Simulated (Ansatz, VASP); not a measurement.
One calculation of Ta3Ag, two programs

```
Ta Ag
1.0
     4.42588    0.00000    0.00000
     0.00000    4.42588    0.00000
     0.00000    0.00000    3.65203
Ta Ag
3 1
Direct
  0.00000 0.50000 0.50000
  0.50000 0.00000 0.50000
  0.50000 0.50000 0.00000
  0.00000 0.00000 0.00000
```

Alike in both runs: functional PBE; k mesh 4 × 4 × 4; occupations gaussian, width 0.1 eV; no spin polarisation.

Ansatz relaxed the structure, and its values are those at the end. VASP's run is a single point on that final structure, the one shown.

|  | VASP | Ansatz |
| --- | --- | --- |
| version | VASP 6.6.1 | Ansatz 0.2.0 |
| potentials or method | VASP PAW PBE potentials, release 64 (Ta_pv, Ag) | scalar-relativistic, plane waves, PAW |
| plane-wave cutoff (eV) | 520 | 420 |
| valence electrons in the cell | 44 | 58 |

|  | VASP | Ansatz | Ansatz less VASP |
| --- | --- | --- | --- |
| gap on the k mesh at the Fermi level (eV) | none | none | - |
| pressure (GPa) | 0.0 | 0.0 | +0.02 |

A gap of «none» marks a metal or a gap that the smearing closes. The two sets of potentials don't hold the same shells in valence.

Caveats: the k mesh is coarse (spacing up to 0.43 Å⁻¹), so the values aren't converged. Spin-orbit coupling is left out, which matters for the levels of Ta.
